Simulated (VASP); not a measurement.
# PbSe (Clausthalite) under strain, part 2 of 2

Aim: follow the gap and pressure of PbSe (Clausthalite) through compression, expansion and shear. All runs use r2SCAN. Left out of this account: at least 1 further run (fields: a reference on another mesh). The start is a cell from a database of measured crystal structures.

VASP 6.6.1; r2SCAN; plane waves and PAW (Pb_d, Se).

Still holding for the runs below: Spin-orbit coupling is off here; it can split and shift levels that hold much weight on Pb by tenths of an eV or more.

So far, least gap on mesh and path (eV): step 2 (bands, cell as listed) 0.579; step 3 (cell volume +4.0 %) 0.707; step 4 (cell volume +8.0 %) 0.817; step 5 (bands, sheared, principal strains -1.6, -0.4, +2.0 %) 0.378; step 6 (cell volume -4.0 %) 0.428.

### 7. Bands, volume times 0.92

The cell is scaled evenly once more. A prediction first. A least-squares parabola for the 4 pressures of evenly scaled cells so far, P = 1.46 -58.0 t +114 t² GPa with t = ln(V/V₁) and V₁ the volume at scale 1, gives 7.09 GPa at t = -0.0834. A straight line through the gaps, 0.571 +3.30 t eV, gives 0.30 eV.

The input, INCAR:

```
SYSTEM = PbSe
PREC = Accurate
ENCUT = 400
EDIFF = 1E-06
NELM = 100
ISMEAR = -1
SIGMA = 0.05
LREAL = .FALSE.
ALGO = Normal
METAGGA = R2SCAN
LASPH = .TRUE.
NBANDS = 22
LORBIT = 11
LWAVE = .FALSE.
LCHARG = .FALSE.
KPAR = 2
```

The input, POSCAR:

```
PbSe
1.0
    0.0000000000      2.9767539910      2.9767539910
    2.9767539910      0.0000000000      2.9767539910
    2.9767539910      2.9767539910      0.0000000000
Pb Se
1 1
Direct
    0.0000000000      0.0000000000      0.0000000000
    0.5000000000      0.5000000000      0.5000000000
```

The input, KPOINTS:

```
Automatic mesh
0
Gamma
7 7 7
0 0 0
```

The input, KPOINTS_OPT:

```
Line mode
16
Line-mode
Reciprocal
  0.00000000   0.00000000   0.00000000 GAMMA
  0.50000000   0.00000000   0.50000000 X

  0.50000000   0.00000000   0.50000000 X
  0.50000000   0.25000000   0.75000000 W

  0.50000000   0.25000000   0.75000000 W
  0.37500000   0.37500000   0.75000000 K

  0.37500000   0.37500000   0.75000000 K
  0.00000000   0.00000000   0.00000000 GAMMA

  0.00000000   0.00000000   0.00000000 GAMMA
  0.50000000   0.50000000   0.50000000 L

  0.50000000   0.50000000   0.50000000 L
  0.62500000   0.25000000   0.62500000 U

  0.62500000   0.25000000   0.62500000 U
  0.50000000   0.25000000   0.75000000 W

  0.50000000   0.25000000   0.75000000 W
  0.50000000   0.50000000   0.50000000 L

  0.50000000   0.50000000   0.50000000 L
  0.37500000   0.37500000   0.75000000 K

  0.62500000   0.25000000   0.62500000 U
  0.50000000   0.00000000   0.50000000 X
```

The projector-augmented-wave data sets are Pb_d and Se (PBE family, release 64).

The run is started by

```console
$ mpirun -np 2 vasp_std
```

Wall time 2.1 min (2 MPI ranks of Intel Xeon Platinum 8259CL at 2.50GHz (Skylake/Cascade Lake), shared host); peak memory 0.33 GiB.

This step gave:

| Property | Result |
| --- | --- |
| free energy (TOTEN) | -71.8102 eV |
| Fermi energy | 6.288 eV |
| pressure | 7.184 GPa |
| least gap on mesh and path | 0.2520 eV |
| least direct gap on mesh and path | 0.2520 eV |

The electronic bands at the labelled points (eV, zero at the valence-band top; v1 is the highest filled band, c1 the lowest empty one):

```tsv
point	v4	v3	v2	v1	c1	c2	c3	c4
Γ	-6.30	-2.57	-2.57	-2.57	5.11	5.11	5.11	6.64
0.53 of the way	-7.89	-3.46	-3.46	-2.43	2.91	4.34	5.20	5.20
X	-7.83	-6.03	-4.09	-4.09	3.54	6.22	6.22	6.75
0.47 of the way	-8.29	-5.83	-4.41	-2.98	4.00	4.37	6.34	6.67
W	-8.71	-5.19	-5.19	-1.15	1.97	5.21	5.21	8.29
0.47 of the way	-8.73	-5.46	-4.54	-1.77	2.60	4.66	5.69	7.12
K	-8.76	-5.57	-3.50	-2.93	3.59	4.29	5.92	6.08
0.53 of the way	-8.25	-3.56	-1.99	-0.70	1.46	2.26	4.33	7.39
Γ	-6.30	-2.57	-2.57	-2.57	5.11	5.11	5.11	6.64
0.53 of the way	-8.28	-2.34	-2.34	-1.18	2.09	2.82	2.82	6.82
L	-9.73	-2.07	-2.07	0.00	0.25	1.59	1.59	9.10
0.47 of the way	-9.46	-3.79	-2.65	-1.57	1.76	2.53	4.00	7.86
U	-8.76	-5.57	-3.50	-2.93	3.59	4.29	5.92	6.08
0.47 of the way	-8.74	-5.49	-4.41	-1.93	2.75	4.60	5.75	6.93
W	-8.71	-5.19	-5.19	-1.15	1.97	5.21	5.21	8.29
0.53 of the way	-9.37	-3.90	-3.41	-1.14	1.33	3.39	4.25	7.96
L	-9.73	-2.07	-2.07	0.00	0.25	1.59	1.59	9.10
0.53 of the way	-9.38	-4.11	-2.77	-1.79	2.06	2.75	4.38	7.61
K	-8.76	-5.57	-3.50	-2.93	3.59	4.29	5.92	6.08
jump to U	-8.76	-5.57	-3.50	-2.93	3.59	4.29	5.92	6.08
0.47 of the way	-8.20	-5.90	-3.91	-3.68	3.79	5.51	5.82	6.48
X	-7.83	-6.03	-4.09	-4.09	3.54	6.22	6.22	6.75
```

Of the projections kept (Pb, Se), the largest for each band there, as a share of the weight inside these atoms' spheres; weight between the spheres isn't counted:

```tsv
point	v4	v3	v2	v1	c1	c2	c3	c4
Γ	Pb 0.66	Se 0.86	Se 0.86	Se 0.86	Pb 0.85	Pb 0.85	Pb 0.85	Se 0.53
X	Pb 0.91	Se 0.65	Se 0.74	Se 0.74	Pb 0.55	Pb 0.61	Pb 0.61	Se 0.67
W	Pb 0.93	Se 0.68	Se 0.68	Se 0.79	Pb 0.85	Se 0.73	Se 0.73	Pb 0.71
K	Pb 0.91	Se 0.66	Se 0.77	Se 0.58	Se 0.57	Pb 0.64	Se 0.69	Pb 0.75
Γ	Pb 0.66	Se 0.86	Se 0.86	Se 0.86	Pb 0.85	Pb 0.85	Pb 0.85	Se 0.53
L	Pb 0.86	Se 0.93	Se 0.93	Se 0.58	Pb 0.67	Pb 0.90	Pb 0.90	Se 0.71
```

The gap is 0.25 eV, direct at L. That is -0.33 eV from the cell as listed. The pressure is 7.18 GPa. The parabola predicted 7.09 GPa, -0.09 GPa off. The line predicted a gap of 0.30 eV, +0.04 eV off.

### 8. Bands, atoms displaced by up to 0.03 Å

In the first cell the atoms are moved off their sites at random; since the same shifts repeat in every cell, this is a frozen displacement of whole sublattices.

INCAR is that of step 7.

The input, POSCAR:

```
PbSe
1.0
    0.0000000000      3.0606500000      3.0606500000
    3.0606500000      0.0000000000      3.0606500000
    3.0606500000      3.0606500000      0.0000000000
Pb Se
1 1
Direct
   -0.0022480000     -0.0031650000     -0.0006020000
    0.5030880000      0.4999950000      0.4926990000
```

KPOINTS is that of step 7.

KPOINTS_OPT is that of step 7.

The run is started by

```console
$ mpirun -np 2 vasp_std
```

Wall time 5.4 min (2 MPI ranks); peak memory 0.65 GiB; 11 min of CPU time.

This step gave:

```yaml
irreducible_k_points: 172
symmetry_operations: 1
free_energy_toten: -71.9307 eV
fermi_energy: 5.247 eV
pressure: 1.466 GPa
least_gap_on_mesh_and_path: 0.5814 eV
least_direct_gap_on_mesh_and_path: 0.5814 eV
```

Electronic bands along the path, in eV, zero at the valence-band top; v1 is the highest filled band, c1 the lowest empty one:

```tsv
point	v4	v3	v2	v1	c1	c2	c3	c4
Γ	-6.36	-2.04	-2.03	-2.03	5.03	5.03	5.04	6.95
0.53 of the way	-7.60	-2.83	-2.83	-2.00	2.93	4.76	5.16	5.18
X	-7.55	-5.16	-3.40	-3.40	4.01	5.99	6.00	6.47
0.53 of the way	-7.97	-4.92	-3.77	-2.23	3.94	4.50	6.07	6.62
W	-8.24	-4.39	-4.39	-0.89	2.16	5.30	5.30	8.19
0.47 of the way	-8.25	-4.64	-3.82	-1.42	2.72	4.82	5.66	7.08
K	-8.27	-4.75	-2.88	-2.47	3.69	4.29	5.82	6.23
0.47 of the way	-8.12	-3.17	-1.53	-0.44	1.44	2.32	4.54	7.73
Γ	-6.36	-2.04	-2.03	-2.03	5.03	5.03	5.04	6.95
0.47 of the way	-7.62	-1.89	-1.89	-1.16	2.62	3.31	3.32	6.88
L	-9.07	-1.62	-1.61	0.00	0.58	1.91	1.92	9.08
0.47 of the way	-8.84	-3.16	-2.11	-1.29	1.94	2.73	4.00	8.02
U	-8.26	-4.75	-2.88	-2.47	3.69	4.30	5.82	6.23
0.47 of the way	-8.25	-4.67	-3.71	-1.55	2.86	4.75	5.70	6.92
W	-8.24	-4.39	-4.39	-0.89	2.16	5.30	5.30	8.19
0.47 of the way	-8.68	-3.50	-3.14	-0.90	1.71	3.89	4.55	8.02
L	-9.07	-1.62	-1.61	0.00	0.58	1.91	1.92	9.08
0.53 of the way	-8.77	-3.45	-2.22	-1.47	2.21	2.93	4.36	7.78
K	-8.27	-4.75	-2.88	-2.47	3.69	4.29	5.82	6.23
jump to U	-8.26	-4.75	-2.88	-2.47	3.69	4.30	5.82	6.23
0.53 of the way	-7.77	-5.07	-3.28	-3.16	4.15	5.51	5.74	6.31
X	-7.55	-5.16	-3.40	-3.40	4.01	5.99	6.00	6.47
```

Of the projections kept (Pb, Se), the largest for each band there, as a share of the weight inside these atoms' spheres; weight between the spheres isn't counted:

```tsv
point	v4	v3	v2	v1	c1	c2	c3	c4
Γ	Pb 0.69	Se 0.86	Se 0.86	Se 0.86	Pb 0.84	Pb 0.84	Pb 0.84	Se 0.53
X	Pb 0.93	Se 0.66	Se 0.75	Se 0.75	Pb 0.55	Pb 0.61	Pb 0.61	Se 0.65
W	Pb 0.94	Se 0.69	Se 0.69	Se 0.81	Pb 0.86	Se 0.68	Se 0.68	Pb 0.74
K	Pb 0.93	Se 0.68	Se 0.78	Se 0.61	Se 0.53	Pb 0.65	Se 0.66	Pb 0.75
Γ	Pb 0.69	Se 0.86	Se 0.86	Se 0.86	Pb 0.84	Pb 0.84	Pb 0.84	Se 0.53
L	Pb 0.88	Se 0.94	Se 0.94	Se 0.61	Pb 0.70	Pb 0.91	Pb 0.91	Se 0.72
```

The gap is 0.58 eV, direct at L. That is +0.00 eV from the cell as listed. The pressure is 1.47 GPa, and the symmetry operations fall from 48 to 1.

### 9. Side by side

| cell | mesh | pressure (GPa) | gap (eV) | direct gap (eV) |
| --- | --- | --- | --- | --- |
| cell as listed | 7×7×7 | 1.45 | 0.579 | 0.579 |
| volume times 1.04 | 7×7×7 | -0.63 | 0.707 | 0.707 |
| volume times 1.08 | 7×7×7 | -2.33 | 0.817 | 0.817 |
| sheared, principal strains -1.6, -0.4, +2.0 % | 7×7×7 | 1.48 | 0.378 | 0.541 |
| volume times 0.96 | 7×7×7 | 4.02 | 0.428 | 0.428 |
| volume times 0.92 | 7×7×7 | 7.18 | 0.252 | 0.252 |
| atoms displaced by up to 0.03 Å | 7×7×7 | 1.47 | 0.581 | 0.581 |

### 10. Outcome

* gap, cell as listed: 0.579 eV
* gap, volume times 1.04: 0.707 eV
* gap, volume times 1.08: 0.817 eV
* gap, sheared, principal strains -1.6, -0.4, +2.0 %: 0.378 eV
* gap, volume times 0.96: 0.428 eV
* gap, volume times 0.92: 0.252 eV
* gap, atoms displaced by up to 0.03 Å: 0.581 eV
* bulk modulus at the listed volume, shape and positions held: 58.4 GPa
* volume deformation potential of the gap: 3.49 eV

At the listed volume the gap of PbSe (Clausthalite) changes by +3.49 eV per unit of ln V, its volume deformation potential under even scaling; divided by the bulk modulus that is -60 meV/GPa. The slope of pressure against ln V at the listed volume gives a bulk modulus of 58.4 GPa at fixed shape and positions. With sheared, principal strains -1.6, -0.4, +2.0 %, the least gap on mesh and path moves by -0.20 eV. With atoms displaced by up to 0.03 Å, the least gap on mesh and path moves by +0.00 eV. Spin-orbit coupling is left out, and with elements this heavy it would split and shift bands near the edges, and it can change the kind of a small gap.

[Lines on the potential files, build, host, timing and source positions are cut from VASP's logs without a mark.]

[Logs are printed without paths, hosts, clocks, repeated set-up lines and the standing remarks that a program may print on its own settings, such as how far it seeks lower states.]

[Hosts, paths, dates, database ids (printed as entryN), source tags and the programs' standing remarks are cut or masked in the printed files.]

[A measured line is paired with the nearest computed mode of its activity, which favours agreement.]

[In band tables of VASP the shares of atoms and orbitals are scaled to a sum of 1 inside the atoms' spheres.]
